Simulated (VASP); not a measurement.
Given:

```xyz
4
Lattice="3.0985 0.0000 0.0000 -1.5492 2.6833 0.0000 0.0000 0.0000 5.1840" Properties=species:S:1:pos:R:3 pbc="T T T"
Co     0.0000     1.7889     0.0107
Co     1.5492     0.8944     2.6027
O      0.0000     1.7889     1.9333
O      1.5492     0.8944     4.5254
```
Starting moments (μB, in the order of the record's atoms Co Co O O): 2.2 2.2 0.3 0.3.

Level of theory: PBEsol GGA, VASP's PBE PAW potentials (set 64) (plane waves; VASP). Run with 520 eV cut-off, 13×13×7 Γ-centred mesh, tetrahedra with Blöchl corrections, potentials Co O.

The moments were started parallel, and other spin orders were not tried in this run. For a metal the tetrahedron method with Blöchl corrections gives inexact stress and forces.

What does the run give for the cell moment, energy per atom (σ→0), largest force, band gap (on the k-mesh) with the smallest direct gap where there is one?

The band gap (on the k-mesh) is none (metal, semimetal or under 0.01 eV), the cell moment comes out as 5.24 μB and the energy per atom (σ→0) is -7.087 eV/atom. The largest force comes out as 0.054 eV/Å.

Give the moment on each site (PAW-sphere projection).

```json
[
 {"site": "Co1", "moment (μB)": "2.26"},
 {"site": "Co2", "moment (μB)": "2.26"},
 {"site": "O3", "moment (μB)": "0.28"},
 {"site": "O4", "moment (μB)": "0.28"}
]
```

Total energies compare only between runs with the same potentials, cut-off and functional.

The structure was generated: CoO was put into the wurtzite type (P6_3mc), which need not be its known phase. It was relaxed first.
